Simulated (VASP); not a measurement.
```
BaO
1.0
    0.00000     2.77000     2.77000
    2.77000     0.00000     2.77000
    2.77000     2.77000     0.00000
Ba O
1 1
Direct
  0.00000   0.00000   0.00000
  0.50000   0.50000   0.50000
```

The base run (VASP): PBE GGA, plane waves, VASP's PBE PAW potentials (set 64). Numerical set-up: 520 eV cut-off, 8×8×8 Γ-centred mesh, Gaussian smearing of 0.050 eV, potentials Ba_sv O.

The base run took about 10 core-seconds. Times come from single runs on busy shared machines, so they are rough: good to a factor of about 2.

Pressures at a finite cut-off, here 520 eV, hold a Pulay part, which this task's highest cut-off puts under 0.2 GPa.

```tsv
setting	cost over the base run	electronic steps	pressure (GPa)
IVDW = 11	within a factor of 2	14	1.57
IVDW = 12	within a factor of 2	14	1.24
base run	reference	14	3.00
GGA = PS	within a factor of 2	14	-0.27
GGA = 91	within a factor of 2	14	2.76
IVDW = 13	within a factor of 2	14	1.47
AGGAC = 0.0, GGA = BO, LUSE_VDW = .TRUE., PARAM1 = 0.1833333333, PARAM2 = 0.22	about 3 times	14	1.81
```

Left out are runs that failed, have no time on record or changed the cell.

The compound is BaO in the rock salt structure. The cell was not relaxed at this level.
